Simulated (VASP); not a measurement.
Method: PBE GGA, VASP's PBE PAW potentials (set 64) (plane waves; VASP).

VASP ran on this input.

**KPOINTS**
```
Automatic mesh
0
Gamma
5 5 1
0 0 0
```

POSCAR:
```
PbO
1
    3.8796600000     0.0000000000     0.0000000000
    0.0000000000     3.8796600000     0.0000000000
    0.0000000000     0.0000000000    16.3659340000
Pb O
2 2
Direct
  0.5000000000   0.0000000000   0.5722820000
  0.0000000000   0.5000000000   0.4277180000
  0.0000000000   0.0000000000   0.5000000000
  0.5000000000   0.5000000000   0.5000000000
```

**INCAR**
```
# general
SYSTEM  = PbO
PREC    = Accurate
ENCUT   = 400
LREAL   = .False.
LASPH   = .True.

# electronic loop
EDIFF   = 1E-6
NELM    = 100
ALGO    = Normal
LMAXMIX = 4

# smearing
ISMEAR  = 0
SIGMA   = 0.2

# functional
GGA     = PE

# ions
ISIF    = 2

# output
LWAVE   = .False.
LCHARG  = .False.
```

POTCAR, in this order: Pb_d O (PBE.64 set). Program: vasp_std.

The cell holds a wide vacuum, so values per volume refer to the whole cell. Unless said otherwise, spin-orbit coupling is left out, though it shifts the bands of the heavy elements here.

Question: Estimate the energy per atom (σ→0), largest force, band gap (on the k-mesh).

Answer: 
```
Item                              Result
------------------------  --------------
energy per atom (σ→0)     -5.321 eV/atom
band gap (on the k-mesh)         2.85 eV
largest force                 1.419 eV/Å
```

### OSZICAR
```
...
DAV:  15    -0.212838253760E+02   -0.12352E-03   -0.77433E-05   352   0.697E-02    0.168E-02
DAV:  16    -0.212841144389E+02   -0.28906E-03   -0.17089E-04   448   0.140E-01    0.234E-02
DAV:  17    -0.212841553333E+02   -0.40894E-04   -0.46756E-05   360   0.716E-02    0.527E-03
DAV:  18    -0.212842726255E+02   -0.11729E-03   -0.22731E-05   304   0.274E-02    0.219E-03
DAV:  19    -0.212842751458E+02   -0.25203E-05   -0.12808E-06   264   0.931E-03    0.119E-03
DAV:  20    -0.212842809586E+02   -0.58128E-05   -0.75119E-07   216   0.429E-03    0.703E-04
DAV:  21    -0.212842810649E+02   -0.10635E-06   -0.11589E-07   256   0.546E-03
   1 F= -.21284281E+02 E0= -.21284281E+02  d E =-.156694E-11
```

The cell is a sheet with vacuum, built from a generated structure.
